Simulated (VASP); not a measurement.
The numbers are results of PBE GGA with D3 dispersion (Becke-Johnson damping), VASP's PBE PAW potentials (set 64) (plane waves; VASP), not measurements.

Input for VASP

### POSCAR
```
V
1.0
 -1.4757092153   1.4757092153   1.4757092153
  1.4757092153  -1.4757092153   1.4757092153
  1.4757092153   1.4757092153  -1.4757092153
V
1
direct
  1.0000000000   0.0000000000   1.0000000000
```

**KPOINTS**
```
K-points
0
gamma
  16 16 16
0 0 0
```

**INCAR**
```
SIGMA  =  0.1
LCHARG  =  .False.
NELM  =  100   ! most electronic steps
EDIFFG  =  -0.01   ! ionic stop
IVDW  =  12
GGA  =  PE   ! PBE
ALGO  =  Normal
LASPH  =  .True.   ! aspherical one-centre terms
ISIF  =  3   ! ions, shape and volume
SYSTEM  =  V
LREAL  =  .False.   ! projection in real space or not
PREC  =  Accurate
ISMEAR  =  1   ! Methfessel-Paxton
LMAXMIX  =  4
EDIFF  =  1E-6   ! SCF stop (eV)
LWAVE  =  .False.
NSW  =  60   ! most ionic steps
ENCUT  =  520
IBRION  =  2   ! conjugate gradients
```

POTCAR, in this order: V_sv (PBE.64 set). Program: vasp_std.

What VASP printed:

OUTCAR:
```
 ion  position               nearest neighbor table
   1  0.000  0.000  0.000-
  LATTYP: Found a body centered cubic cell.
 ALAT       =     2.9514184306
 Subroutine PRICEL returns:
 Original cell was already a primitive cell.
 Subroutine GETGRP returns: Found 48 space group operations
The static configuration has the point symmetry O_h .
The dynamic configuration has the point symmetry O_h .
 Subroutine INISYM returns: Found 48 space group operations
 Subroutine IBZKPT returns following result:
 Found    145 irreducible k-points:

 Following reciprocal coordinates:
            Coordinates               Weight
  0.000000  0.000000  0.000000      1.000000
  0.062500  0.000000  0.000000     12.000000
  0.125000  0.000000  0.000000     12.000000
  0.187500  0.000000  0.000000     12.000000
  0.250000  0.000000  0.000000     12.000000
  0.312500  0.000000  0.000000     12.000000
  0.375000  0.000000  0.000000     12.000000
  0.437500  0.000000  0.000000     12.000000
  0.500000  0.000000  0.000000      6.000000
  0.062500  0.062500  0.000000     24.000000
...
```

File OSZICAR:
```
       N       E                     dE             d eps       ncg     rms          rms(c)
DAV:   1     0.848868439935E+02    0.84887E+02   -0.72899E+03  2908   0.142E+03
DAV:   2    -0.887573799910E+01   -0.93763E+02   -0.91947E+02  2986   0.370E+02
DAV:   3    -0.102709530403E+02   -0.13952E+01   -0.13683E+01  3022   0.535E+01
DAV:   4    -0.102797550488E+02   -0.88020E-02   -0.87983E-02  2958   0.443E+00
DAV:   5    -0.102798544799E+02   -0.99431E-04   -0.99431E-04  3002   0.472E-01    0.196E+01
DAV:   6    -0.899817879810E+01    0.12817E+01   -0.49660E+00  2912   0.340E+01    0.232E+00
DAV:   7    -0.897819925964E+01    0.19980E-01   -0.24734E-02  2920   0.210E+00    0.109E+00
DAV:   8    -0.897053997381E+01    0.76593E-02   -0.67025E-03  2922   0.146E+00    0.902E-02
DAV:   9    -0.897055949702E+01   -0.19523E-04   -0.15678E-04  2930   0.207E-01    0.318E-02
DAV:  10    -0.897056274849E+01   -0.32515E-05   -0.10467E-05  2916   0.419E-02    0.118E-03
DAV:  11    -0.897056338440E+01   -0.63591E-06   -0.46739E-08  1458   0.370E-03
   1 F= -.96835284E+01 E0= -.96832995E+01  d E =-.968353E+01
```

OUTCAR:
```
------------------------ aborting loop because EDIFF is reached ----------------------------------------
 Edisp (eV)   -0.71296
  FORCE on cell =-STRESS in cart. coord.  units (eV):
  Direction    XX          YY          ZZ          XY          YZ          ZX
  --------------------------------------------------------------------------------------
  Total       0.00507     0.00507     0.00507    -0.00000    -0.00000     0.00000
  in kB       0.63158     0.63158     0.63158    -0.00000    -0.00000     0.00000
  external pressure =        0.63 kB  Pullay stress =        0.00 kB
  volume of cell :       12.85
      direct lattice vectors                 reciprocal lattice vectors
    -1.475709215  1.475709215  1.475709215     0.000000000  0.338820138  0.338820138
     1.475709215 -1.475709215  1.475709215     0.338820138  0.000000000  0.338820138
     1.475709215  1.475709215 -1.475709215     0.338820138  0.338820138  0.000000000
 POSITION                                       TOTAL-FORCE (eV/Angst)
 -----------------------------------------------------------------------------------
      0.00000      0.00000      0.00000        -0.000000      0.000000     -0.000000
 -----------------------------------------------------------------------------------
    total drift:                                0.000000     -0.000000      0.000000
  FREE ENERGIE OF THE ION-ELECTRON SYSTEM (eV)
  ---------------------------------------------------
  free  energy   TOTEN  =        -9.6835283526 eV

  energy  without entropy=       -9.6828419326  energy(sigma->0) =       -9.68329955

 reached required accuracy - stopping structural energy minimisation
```
(Selected blocks of OUTCAR.)

The compound is V in the bcc structure. It was relaxed first, which changed the volume by -8 %. The start is the result of an earlier pass. The run is not spin-polarised, so no magnetic state was tried.
